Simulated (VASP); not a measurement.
Ba (bcc): the lattice constant a from VASP (plane waves, PAW) at several levels of theory. Static lattice.

```tsv
level	lattice constant a (Å)	error against measurement
LDA	4.772	-4.5 %
PBE	5.035	+0.8 %
RPBE	5.165	+3.4 %
AM05	4.973	-0.4 %
PBE-D3(BJ)	4.936	-1.2 %
revTPSS	4.989	-0.1 %
r2SCAN	5.075	+1.6 %
r2SCAN+rVV10	5.027	+0.6 %
```

Measured: 4.995 Å at 0 K (as given by Gábor I. Csonka et al., Physical Review B (2009), arXiv:0903.4037; low-temperature or extrapolated to 0 K; zero-point anharmonic expansion removed).

The cell of the LDA run:

```cif
data_Ba2
_chemical_formula_sum 'Ba2'
_space_group_name_H-M_alt 'Im-3m'
_space_group_IT_number 229
_space_group_name_Hall '-I 4 2 3'
_cell_length_a 4.77168
_cell_length_b 4.77168
_cell_length_c 4.77168
_cell_angle_alpha 90.000
_cell_angle_beta 90.000
_cell_angle_gamma 90.000
loop_
_atom_site_label
_atom_site_type_symbol
_atom_site_symmetry_multiplicity
_atom_site_Wyckoff_symbol
_atom_site_fract_x
_atom_site_fract_y
_atom_site_fract_z
_atom_site_occupancy
Ba1 Ba 2 a 0.00000 0.00000 0.00000 1
```
(The calculation used a cell of 1 atom; values per cell refer to that cell.)

Only levels that ran to the end are used. Left out are those held back, those with too coarse a band path, GW runs whose mesh misses a band edge, hybrids' fits of cells that aren't cubic and levels without matching references; a question may draw on a part of the rest.

The compound is Ba in the bcc structure.
